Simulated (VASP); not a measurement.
Consider the following.

```
CELL_PARAMETERS angstrom
      4.03923     0.00000     0.00000
      0.00000     4.03923     0.00000
      0.00000     0.00000     4.03923
ATOMIC_POSITIONS crystal
  Tl 0.00000 0.00000 0.00000
  Cl 0.50000 0.50000 0.50000
```

Computed with revPBE GGA, VASP's PBE PAW potentials (set 64) (plane waves; VASP). Settings: 520 eV cut-off, 7×7×7 Γ-centred mesh, Gaussian smearing of 0.050 eV, potentials Tl_d Cl.

Q: Estimate the energy per atom (σ→0).

A: 
```json
{
  "energy per atom (σ→0)": "-266.9 kJ/mol of atoms"
}
```

The compound is TlCl in the CsCl type structure. This cell is one point of a volume scan, at 1.03 of the reference volume.
